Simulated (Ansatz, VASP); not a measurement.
# Cross-check of WSe2 between VASP and Ansatz

One calculation is typed for both programs; each brings its own data sets and cutoff. How far apart do they land? The cell is taken from a series of VASP runs on this material, whose earlier steps may have relaxed, scaled or displaced it; both programs get it as it stands.

Calculated with Ansatz 0.2.0; plane waves, with VASP 6.6.1 beside it; relaxation of cell and atoms at LDA, DFT+U.

**1. The starting structure**

Symmetry: P6_3/mmc, No. 194, hexagonal system. Conventional cell: a = 3.280 Å, b = 3.280 Å, c = 12.837 Å, α = 90.00°, β = 90.00°, γ = 120.00°. W has 6 Se at 2.53 Å nearest. Nearest to Se lie 3 W at 2.53 Å. Farther neighbours and most contacts between anions are not listed.

Coordinates:

```
W Se
1.0
     3.28047    0.00000    0.00000
    -1.64024    2.84097    0.00000
     0.00000    0.00000   12.83723
W Se
2 4
Direct
  0.66667 0.33333 0.75000
  0.33333 0.66667 0.25000
  0.66667 0.33333 0.38124
  0.33333 0.66667 0.88124
  0.66667 0.33333 0.11876
  0.33333 0.66667 0.61876
```

**2. VASP: relaxation of cell and atoms, LDA, DFT+U**

The relaxed volume is the usual yardstick between codes: its relative difference is about their pressure difference at one cell divided by the bulk modulus.

Lines of VASP's logs that name or quote its potential files are left out, and so is its time.

The input, INCAR:

```
SYSTEM = WSe2
PREC = Accurate
ENCUT = 450
EDIFF = 1E-06
NELM = 100
ISMEAR = 0
SIGMA = 0.03
LREAL = .FALSE.
ALGO = Normal
GGA = CA
NBANDS = 24
LDAU = .TRUE.
LDAUTYPE = 2
LDAUL = 2 -1
LDAUU = 6.2 0
LDAUJ = 0 0
LDAUPRINT = 1
LASPH = .TRUE.
LMAXMIX = 4
LORBIT = 11
LWAVE = .FALSE.
LCHARG = .FALSE.
KPAR = 4
IBRION = 2
NSW = 50
ISIF = 3
EDIFFG = -0.004
```

The input, POSCAR:

```
WSe2
1.0
    3.2804718138      0.0000000000      0.0000000000
   -1.6402359069      2.8409719272      0.0000000000
    0.0000000000      0.0000000000     12.8372278729
W Se
2 4
Direct
    0.6666666667      0.3333333333      0.7500000000
    0.3333333333      0.6666666667      0.2500000000
    0.6666666667      0.3333333333      0.3812398397
    0.3333333333      0.6666666667      0.8812398397
    0.6666666667      0.3333333333      0.1187601603
    0.3333333333      0.6666666667      0.6187601603
```

The input, KPOINTS:

```
Automatic mesh
0
Gamma
8 8 2
0 0 0
```

The projector-augmented-wave data sets are W and Se (LDA family, release 64).

On the command line:

```
> mpirun -np 4 vasp_std
```

Numbers of over 12 decimals in the logs are rounded to 6 here.

The log of the run:

```text
[banner, memory and clock lines left out]
running    4 mpi-ranks, on    1 nodes
 distrk:  each k-point on    1 cores,    4 groups
 distr:  one band on    1 cores,    1 groups

 POSCAR found type information on POSCAR W Se
 POSCAR found :  2 types and       6 ions
 LDA part: xc-table for (Slater(with rela. corr.)+CA(PZ))
 , standard interpolation
 POSCAR, INCAR and KPOINTS ok, starting setup
 FFT: planning ... GRIDC
 FFT: planning ... GRID_SOFT
 FFT: planning ... GRID
 WAVECAR not read
 entering main loop
       N       E                     dE             d eps       ncg     rms          rms(c)
DAV:   1     0.177365621114E+03    0.17737E+03   -0.14495E+04   960   0.117E+03
DAV:   2    -0.235431496838E+02   -0.20091E+03   -0.19400E+03  1328   0.234E+02
DAV:   3    -0.362925221238E+02   -0.12749E+02   -0.12655E+02  1280   0.614E+01
DAV:   4    -0.365219025975E+02   -0.22938E+00   -0.22865E+00  1288   0.892E+00
DAV:   5    -0.365261658129E+02   -0.42632E-02   -0.42590E-02  1296   0.106E+00    0.224E+01
DAV:   6    -0.341550966659E+02    0.23711E+01   -0.11298E+01  1376   0.181E+01    0.761E+00
DAV:   7    -0.337600173917E+02    0.39508E+00   -0.27212E+00  1240   0.903E+00    0.413E+00
DAV:   8    -0.336610699026E+02    0.98947E-01   -0.29791E-01  1344   0.312E+00    0.812E-01
DAV:   9    -0.336584975640E+02    0.25723E-02   -0.25645E-02  1240   0.889E-01    0.294E-01
DAV:  10    -0.336583860666E+02    0.11150E-03   -0.51182E-03  1368   0.578E-01    0.282E-01
DAV:  11    -0.336591294745E+02   -0.74341E-03   -0.32368E-03  1192   0.428E-01    0.124E-01
DAV:  12    -0.336593382081E+02   -0.20873E-03   -0.18756E-03  1128   0.380E-01    0.602E-02
DAV:  13    -0.336594834176E+02   -0.14521E-03   -0.11779E-03  1128   0.250E-01    0.479E-02
DAV:  14    -0.336594876508E+02   -0.42332E-05   -0.42865E-05  1256   0.695E-02    0.264E-02
DAV:  15    -0.336595500325E+02   -0.62382E-04   -0.10575E-03  1104   0.231E-01    0.141E-02
DAV:  16    -0.336595513958E+02   -0.13632E-05   -0.27058E-05  1280   0.413E-02    0.994E-03
DAV:  17    -0.336595512086E+02    0.18714E-06   -0.58593E-07   776   0.536E-03
   1 F= -.33659551E+02 E0= -.33659551E+02  d E =-.336596E+02
 curvature:   0.00 expect dE= 0.000E+00 dE for cont linesearch  0.000E+00
 trial: gam= 0.00000 g(F)=  0.251E-05 g(S)=  0.486E-05 ort = 0.000E+00 (trialstep = 0.100E+01)
 search vector abs. value=  0.738E-05
 reached required accuracy - stopping structural energy minimisation
```

Parts of OUTCAR (step 2):

```text
ion  position               nearest neighbor table
   1  0.667  0.333  0.750-   4 2.53   6 2.53   4 2.53   6 2.53   4 2.53   6 2.53
   2  0.333  0.667  0.250-   3 2.53   5 2.53   3 2.53   5 2.53   3 2.53   5 2.53
   3  0.667  0.333  0.381-   2 2.53   2 2.53   2 2.53
   4  0.333  0.667  0.881-   1 2.53   1 2.53   1 2.53
   5  0.667  0.333  0.119-   2 2.53   2 2.53   2 2.53
   6  0.333  0.667  0.619-   1 2.53   1 2.53   1 2.53

  LATTYP: Found a hexagonal cell.
 ALAT       =     3.2804718138
 C/A-ratio  =     3.9132260850

 Subroutine GETGRP returns: Found 24 space group operations
 (whereof 12 operations were pure point group operations)

The static configuration has the point symmetry D_3d.
 The point group associated with its full space group is D_6h.

 Found     20 irreducible k-points:

   k-points           NKPTS =     20   k-points in BZ     NKDIM =     20   number of bands    NBANDS=     24

   dimension x,y,z NGX =    24 NGY =   24 NGZ =   90
   dimension x,y,z NGXF=    48 NGYF=   48 NGZF=  180

   ENCUT  =  450.0 eV  33.07 Ry    5.75 a.u.   5.67  5.67 22.20*2*pi/ulx,y,z

   NELECT =      36.0000    total number of electrons

 k-points in reciprocal lattice and weights: Automatic mesh
   0.00000000  0.00000000  0.00000000       0.008
   0.12500000  0.00000000  0.00000000       0.047
   0.25000000  0.00000000  0.00000000       0.047
   0.37500000  0.00000000  0.00000000       0.047
   0.50000000  0.00000000  0.00000000       0.023
   0.12500000  0.12500000  0.00000000       0.047
   0.25000000  0.12500000  0.00000000       0.094
   0.37500000  0.12500000  0.00000000       0.094
   0.25000000  0.25000000  0.00000000       0.047
[...]
0.25000000  0.25000000  0.50000000       0.047
   0.37500000  0.25000000  0.50000000       0.047

atom =   1  type =  1  l = 2

 onsite density matrix

spin component  1

  0.3692 -0.0000  0.0000 -0.0000 -0.0000
 -0.0000  0.3794 -0.0000  0.0000 -0.0000
  0.0000 -0.0000  0.4215  0.0000  0.0000
 -0.0000  0.0000  0.0000  0.3794 -0.0000
 -0.0000 -0.0000  0.0000 -0.0000  0.3692

spin component  2

 occupancies and eigenvectors

  o =  0.3692  v =  1.0000  0.0000  0.0000  0.0000  0.0000  0.0000  0.0000  0.0000  0.0000  0.0000      0.0000  0.0000  0.0000  0.0000  0.0000  0.0000  0.0000  0.0000  0.0000  0.0000
  o =  0.3692  v =  0.0000  0.0000  0.0000  0.0000  0.0000  1.0000  0.0000  0.0000  0.0000  0.0000      0.0000  0.0000  0.0000  0.0000  0.0000  0.0000  0.0000  0.0000  0.0000  0.0000
  o =  0.3692  v =  0.0000  0.0000  0.0000  0.0000 -1.0000  0.0000  0.0000  0.0000  0.0000  0.0000      0.0000  0.0000  0.0000  0.0000  0.0000  0.0000  0.0000  0.0000  0.0000  0.0000
  o =  0.3692  v =  0.0000  0.0000  0.0000  0.0000  0.0000  0.0000  0.0000  0.0000  0.0000 -1.0000      0.0000  0.0000  0.0000  0.0000  0.0000  0.0000  0.0000  0.0000  0.0000  0.0000
  o =  0.3794  v =  0.0000  0.0000 -0.0000  1.0000 -0.0000  0.0000  0.0000  0.0000  0.0000  0.0000      0.0000  0.0000  0.0000  0.0000  0.0000  0.0000  0.0000  0.0000  0.0000  0.0000
  o =  0.3794  v =  0.0000  0.0000  0.0000  0.0000  0.0000  0.0000  0.0000 -0.0000  1.0000 -0.0000      0.0000  0.0000  0.0000  0.0000  0.0000  0.0000  0.0000  0.0000  0.0000  0.0000
  o =  0.3794  v =  0.0000 -1.0000 -0.0000  0.0000 -0.0000  0.0000  0.0000  0.0000  0.0000  0.0000      0.0000  0.0000  0.0000  0.0000  0.0000  0.0000  0.0000  0.0000  0.0000  0.0000
  o =  0.3794  v =  0.0000  0.0000  0.0000  0.0000  0.0000  0.0000 -1.0000 -0.0000  0.0000 -0.0000      0.0000  0.0000  0.0000  0.0000  0.0000  0.0000  0.0000  0.0000  0.0000  0.0000
  o =  0.4215  v =  0.0000  0.0000  0.0000  0.0000  0.0000  0.0000  0.0000 -1.0000  0.0000 -0.0000      0.0000  0.0000  0.0000  0.0000  0.0000  0.0000  0.0000  0.0000  0.0000  0.0000
  o =  0.4215  v =  0.0000  0.0000 -1.0000  0.0000 -0.0000  0.0000  0.0000  0.0000  0.0000  0.0000      0.0000  0.0000  0.0000  0.0000  0.0000  0.0000  0.0000  0.0000  0.0000  0.0000

atom =   2  type =  1  l = 2

 onsite density matrix

spin component  1

  0.3692 -0.0000  0.0000  0.0000 -0.0000
 -0.0000  0.3794 -0.0000 -0.0000  0.0000
  0.0000 -0.0000  0.4215  0.0000  0.0000
  0.0000 -0.0000  0.0000  0.3794 -0.0000
 -0.0000  0.0000  0.0000 -0.0000  0.3692

spin component  2

 occupancies and eigenvectors

  o =  0.3692  v =  1.0000  0.0000  0.0000  0.0000  0.0000  0.0000  0.0000  0.0000  0.0000  0.0000      0.0000  0.0000  0.0000  0.0000  0.0000  0.0000  0.0000  0.0000  0.0000  0.0000
  o =  0.3692  v =  0.0000  0.0000  0.0000  0.0000  0.0000  1.0000  0.0000  0.0000  0.0000  0.0000      0.0000  0.0000  0.0000  0.0000  0.0000  0.0000  0.0000  0.0000  0.0000  0.0000
  o =  0.3692  v =  0.0000 -0.0000 -0.0000 -0.0000  1.0000  0.0000  0.0000  0.0000  0.0000  0.0000      0.0000  0.0000  0.0000  0.0000  0.0000  0.0000  0.0000  0.0000  0.0000  0.0000
  o =  0.3692  v =  0.0000  0.0000  0.0000  0.0000  0.0000  0.0000 -0.0000 -0.0000 -0.0000  1.0000      0.0000  0.0000  0.0000  0.0000  0.0000  0.0000  0.0000  0.0000  0.0000  0.0000
  o =  0.3794  v =  0.0000 -0.0000  0.0000 -1.0000 -0.0000  0.0000  0.0000  0.0000  0.0000  0.0000      0.0000  0.0000  0.0000  0.0000  0.0000  0.0000  0.0000  0.0000  0.0000  0.0000
  o =  0.3794  v =  0.0000  0.0000  0.0000  0.0000  0.0000  0.0000 -0.0000  0.0000 -1.0000 -0.0000      0.0000  0.0000  0.0000  0.0000  0.0000  0.0000  0.0000  0.0000  0.0000  0.0000
  o =  0.3794  v =  0.0000  1.0000  0.0000 -0.0000  0.0000  0.0000  0.0000  0.0000  0.0000  0.0000      0.0000  0.0000  0.0000  0.0000  0.0000  0.0000  0.0000  0.0000  0.0000  0.0000
  o =  0.3794  v =  0.0000  0.0000  0.0000  0.0000  0.0000  0.0000  1.0000  0.0000 -0.0000  0.0000      0.0000  0.0000  0.0000  0.0000  0.0000  0.0000  0.0000  0.0000  0.0000  0.0000
  o =  0.4215  v =  0.0000  0.0000  0.0000  0.0000  0.0000  0.0000  0.0000 -1.0000 -0.0000 -0.0000      0.0000  0.0000  0.0000  0.0000  0.0000  0.0000  0.0000  0.0000  0.0000  0.0000
  o =  0.4215  v =  0.0000  0.0000 -1.0000 -0.0000 -0.0000  0.0000  0.0000  0.0000  0.0000  0.0000      0.0000  0.0000  0.0000  0.0000  0.0000  0.0000  0.0000  0.0000  0.0000  0.0000

 average (electrostatic) potential at core
       1 -41.4284       2 -41.4284       3 -58.9517       4 -58.9517       5 -58.9517
       6 -58.9517

 E-fermi :   5.7718

 k-point     1 :       0.0000    0.0000    0.0000
  band No.  band energies     occupation
    ...
     14       4.2780      2.00000
     15       4.2780      2.00000
     16       4.3856      2.00000
     17       4.6278      2.00000
     18       5.5869      2.00000
     19       8.2896      0.00000
     20       8.2897      0.00000
     21       8.3421      0.00000
     22       8.3422      0.00000
     23       8.3476      0.00000
    ...

 k-point     2 :       0.1250    0.0000    0.0000
  band No.  band energies     occupation
    ...
     14       3.9083      2.00000
     15       4.0195      2.00000
     16       4.4452      2.00000
     17       4.7578      2.00000
     18       5.2089      2.00000
     19       7.6177      0.00000
     20       7.9238      0.00000
     21       8.0351      0.00000
     22       8.0402      0.00000
     23       8.1193      0.00000
    ...

 k-point     3 :       0.2500    0.0000    0.0000
  band No.  band energies     occupation
    ...
     14       3.7800      2.00000
     15       3.8921      2.00000
     16       4.1224      2.00000
     17       4.2496      2.00000
     18       4.3856      2.00000
     19       6.8818      0.00000
     20       7.6354      0.00000
     21       7.8477      0.00000
     22       7.9177      0.00000
     23       7.9225      0.00000
    ...

 k-point     4 :       0.3750    0.0000    0.0000
  band No.  band energies     occupation
    ...
     14       3.5274      2.00000
     15       3.8592      2.00000
     16       4.1531      2.00000
     17       4.1741      2.00000
     18       4.3887      2.00000
     19       7.3141      0.00000
     20       7.6844      0.00000
     21       7.8270      0.00000
     22       7.9637      0.00000
     23       8.3390      0.00000
    ...

 k-point     5 :       0.5000    0.0000    0.0000
  band No.  band energies     occupation
    ...
     14       3.2090      2.00000
     15       4.1021      2.00000
     16       4.2551      2.00000
     17       4.2980      2.00000
     18       4.5577      2.00000
     19       7.8325      0.00000
     20       7.8877      0.00000
     21       7.9294      0.00000
     22       8.2398      0.00000
     23       8.5261      0.00000
    ...

 k-point     6 :       0.1250    0.1250    0.0000
  band No.  band energies     occupation
    ...
     14       3.5399      2.00000
     15       4.0068      2.00000
     16       4.4566      2.00000
     17       4.5221      2.00000
     18       4.6830      2.00000
     19       6.8425      0.00000
     20       7.6505      0.00000
     21       7.6573      0.00000
     22       7.7420      0.00000
     23       8.0953      0.00000
    ...

  Total        0.0170695      0.0170695      0.0047219      0.0000000      0.0000000      0.0000000
  in kB        0.2285902      0.2285902      0.0632344      0.0000000      0.0000000      0.0000000
  external PRESSURE =       0.1734716 kB  Pullay stress =       0.0000000 kB

  energy-cutoff  :      450.00
  volume of cell :      119.64
      direct lattice vectors                 reciprocal lattice vectors
     3.280471814  0.000000000  0.000000000     0.304834200  0.175996107  0.000000000
    -1.640235907  2.840971927  0.000000000     0.000000000  0.351992215  0.000000000
     0.000000000  0.000000000 12.837227873     0.000000000  0.000000000  0.077898438

 POSITION                                       TOTAL-FORCE (eV/Angst)
 -----------------------------------------------------------------------------------
      1.64024      0.94699      9.62792         0.000000      0.000000      0.000000
     -0.00000      1.89398      3.20931         0.000000      0.000000      0.000000
      1.64024      0.94699      4.89406        -0.000000      0.000000     -0.003610
     -0.00000      1.89398     11.31268         0.000000     -0.000000     -0.003610
      1.64024      0.94699      1.52455        -0.000000      0.000000      0.003610
     -0.00000      1.89398      7.94317         0.000000     -0.000000      0.003610
 -----------------------------------------------------------------------------------
    total drift:                               -0.000000      0.000000     -0.000000

  FREE ENERGIE OF THE ION-ELECTRON SYSTEM (eV)
  ---------------------------------------------------
  free  energy   TOTEN  =       -33.6595512086 eV

  energy  without entropy=      -33.6595512086  energy(sigma->0) =      -33.65955121

 reached required accuracy - stopping structural energy minimisation

 total charge
# of ion       s       p       d       tot
------------------------------------------
    1        0.553   0.636   3.790   4.979
    2        0.553   0.636   3.790   4.979
    3        1.480   2.361   0.071   3.912
    4        1.480   2.361   0.071   3.912
    5        1.480   2.361   0.071   3.912
    6        1.480   2.361   0.071   3.912
--------------------------------------------------
tot          7.028  10.717   7.862  25.607
```

[end of part 1 of 2]

[Lines on the potential files, build, host, timing and source positions are cut from VASP's logs without a mark.]

[Logs are printed without paths, hosts, clocks, repeated set-up lines and the standing remarks that a program may print on its own settings, such as how far it seeks lower states.]

[Hosts, paths, dates, database ids (printed as entryN), source tags and the programs' standing remarks are cut or masked in the printed files.]
